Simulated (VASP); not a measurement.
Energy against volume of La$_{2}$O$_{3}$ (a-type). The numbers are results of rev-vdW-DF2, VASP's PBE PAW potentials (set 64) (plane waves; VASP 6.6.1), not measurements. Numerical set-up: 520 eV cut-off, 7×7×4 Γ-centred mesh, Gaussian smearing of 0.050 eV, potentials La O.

Shape and ions are relaxed at each volume.

```
V (Å³/atom)  E (eV/atom)
-----------  -----------
15.308          -6.84588
15.796          -6.86399
16.285          -6.87009
16.773          -6.86572
```

Fit these four points and predict the energy of the run at 17.262 Å³/atom.

A cubic in V^(−2/3), the third-order Birch-Murnaghan form, passes through the four points with V0 = 16.31 Å³/atom and B0 = 114 GPa, and gives -6.8522 eV/atom there. The run gave -6.8523 eV/atom, -0.1 meV/atom from the fit; all five points give B0 = 113 GPa.

The compound is La2O3 in the a-type structure. It was relaxed first.
